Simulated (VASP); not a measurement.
Energy against volume of Pt3Ti (L1_2). Method: revTPSS meta-GGA, VASP's PBE PAW potentials (set 64) (plane waves; VASP 6.6.1). Numerical set-up: 520 eV cut-off, 8×8×8 Γ-centred mesh, first-order Methfessel-Paxton smearing of 0.10 eV, potentials Ti_sv Pt.

| V (Å³/atom) | E (eV/atom) |
|---|---|
| 14.411 | 23.20681 |
| 14.857 | 23.19395 |
| 15.303 | 23.20337 |
| 15.749 | 23.23144 |

Q: Fit these four points and predict the energy of the run at 13.966 Å³/atom.

A: A cubic in V^(−2/3), the third-order Birch-Murnaghan form, passes through the four points with V0 = 14.88 Å³/atom and B0 = 264 GPa, and gives 23.2462 eV/atom there. The run gave 23.2464 eV/atom, +0.2 meV/atom from the fit; all five points give B0 = 265 GPa.

The compound is Pt3Ti in the L1_2 structure. It was relaxed first.
